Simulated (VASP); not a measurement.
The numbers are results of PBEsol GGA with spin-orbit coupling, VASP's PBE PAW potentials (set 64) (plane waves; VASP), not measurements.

A VASP calculation is set up with these files.

KPOINTS:
```
Automatic mesh
0
Gamma
13 13 10
0 0 0
```

### POSCAR
```
TiB2
1
    1.5093970327    -2.6143523756     0.0000000000
    1.5093970327     2.6143523756     0.0000000000
    0.0000000000     0.0000000000     3.1861761478
Ti B
1 2
Direct
  0.0000000000   0.0000000000   0.0000000000
  0.3333330000   0.6666670000   0.5000000000
  0.6666670000   0.3333330000   0.5000000000
```

### INCAR
```
SYSTEM = TiB2
PREC = Accurate
ENCUT = 520
EDIFF = 1E-6
NELM = 100
ALGO = Normal
LREAL = .FALSE.
LASPH = .TRUE.
ISMEAR = 0
SIGMA = 0.05
GGA = PS
LMAXMIX = 4
LWAVE = .FALSE.
LCHARG = .FALSE.
LSORBIT = .TRUE.
MAGMOM = 0 0 0 0 0 0 0 0 0
GGA_COMPAT = .FALSE.
```

File KPOINTS_OPT:
```
k-points along high-symmetry lines
5
Line-mode
Reciprocal
  0.000000   0.000000   0.000000 ! GAMMA
 -0.000000   0.500000   0.000000 ! M

 -0.000000   0.500000   0.000000 ! M
 -0.333333   0.666667   0.000000 ! K

 -0.333333   0.666667   0.000000 ! K
  0.000000   0.000000   0.000000 ! GAMMA

  0.000000   0.000000   0.000000 ! GAMMA
  0.000000   0.000000   0.500000 ! A

  0.000000   0.000000   0.500000 ! A
 -0.000000   0.500000   0.500000 ! L

 -0.000000   0.500000   0.500000 ! L
 -0.333333   0.666667   0.500000 ! H

 -0.333333   0.666667   0.500000 ! H
  0.000000   0.000000   0.500000 ! A

 -0.000000   0.500000   0.500000 ! L
 -0.000000   0.500000   0.000000 ! M

 -0.333333   0.666667   0.500000 ! H
 -0.333333   0.666667   0.000000 ! K
```

POTCAR, in this order: Ti_sv B (PBE.64 set). Program: vasp_ncl.

Output of the run:

OSZICAR:
```
       N       E                     dE             d eps       ncg     rms          rms(c)
DAV:   1     0.183188917338E+03    0.18319E+03   -0.87265E+03  6552   0.161E+03
DAV:   2    -0.997318049777E+01   -0.19316E+03   -0.18768E+03  6586   0.466E+02
DAV:   3    -0.296587471520E+02   -0.19686E+02   -0.19335E+02 10394   0.135E+02
DAV:   4    -0.308112479914E+02   -0.11525E+01   -0.11486E+01  9090   0.274E+01
DAV:   5    -0.308454045831E+02   -0.34157E-01   -0.34148E-01  9666   0.423E+00    0.176E+01
DAV:   6    -0.256645557614E+02    0.51808E+01   -0.23330E+01  8528   0.604E+01    0.346E+00
DAV:   7    -0.257862787497E+02   -0.12172E+00   -0.23611E+00  7882   0.161E+01    0.360E+00
DAV:   8    -0.257920094513E+02   -0.57307E-02   -0.72384E-02  8940   0.257E+00    0.170E+00
DAV:   9    -0.257973139110E+02   -0.53045E-02   -0.23778E-02  7496   0.213E+00    0.102E-01
DAV:  10    -0.257974026199E+02   -0.88709E-04   -0.20717E-03  9400   0.480E-01    0.969E-02
DAV:  11    -0.257974580717E+02   -0.55452E-04   -0.16572E-04  7916   0.154E-01    0.498E-02
DAV:  12    -0.257974583800E+02   -0.30829E-06   -0.32707E-05  8330   0.587E-02    0.334E-02
DAV:  13    -0.257974554745E+02    0.29055E-05   -0.34221E-06  6904   0.237E-02    0.116E-02
DAV:  14    -0.257974552092E+02    0.26528E-06   -0.24229E-06  7546   0.203E-02
   1 F= -.25797455E+02 E0= -.25797008E+02  d E =-.893583E-03  mag=    -0.0000    -0.0000    -0.0000
       N       E                     dE             ncg
```

File OUTCAR:
```
------------------------ aborting loop because EDIFF is reached ----------------------------------------
  FORCE on cell =-STRESS in cart. coord.  units (eV):
  Direction    XX          YY          ZZ          XY          YZ          ZX
  --------------------------------------------------------------------------------------
  Total       -0.0076041     -0.0076041      0.0049722      0.0000000     -0.0000000      0.0000000
  in kB       -0.4844942     -0.4844942      0.3168065      0.0000000     -0.0000000      0.0000000
  external PRESSURE =      -0.2173940 kB  Pullay stress =       0.0000000 kB
  volume of cell :       25.15
      direct lattice vectors                 reciprocal lattice vectors
     1.509397033 -2.614352376  0.000000000     0.331258105 -0.191251954  0.000000000
     1.509397033  2.614352376  0.000000000     0.331258105  0.191251954  0.000000000
     0.000000000  0.000000000  3.186176148     0.000000000  0.000000000  0.313855843
 POSITION                                       TOTAL-FORCE (eV/Angst)
 -----------------------------------------------------------------------------------
      0.00000      0.00000      0.00000        -0.000000      0.000000      0.000000
      1.50940      0.87145      1.59309        -0.000000      0.000000      0.000000
      1.50940     -0.87145      1.59309         0.000000     -0.000000     -0.000000
 -----------------------------------------------------------------------------------
    total drift:                                0.000000     -0.000000      0.000000
  FREE ENERGIE OF THE ION-ELECTRON SYSTEM (eV)
  ---------------------------------------------------
  free  energy   TOTEN  =       -25.7974552092 eV

  energy  without entropy=      -25.7965616265  energy(sigma->0) =      -25.79700842

 Ion:    1  E_soc:     -0.0108099

 Ion:    2  E_soc:     -0.0000086

 Ion:    3  E_soc:     -0.0000086
```
(Selected blocks of OUTCAR.)

The compound is TiB2 in the AlB2 type structure. It was relaxed first.
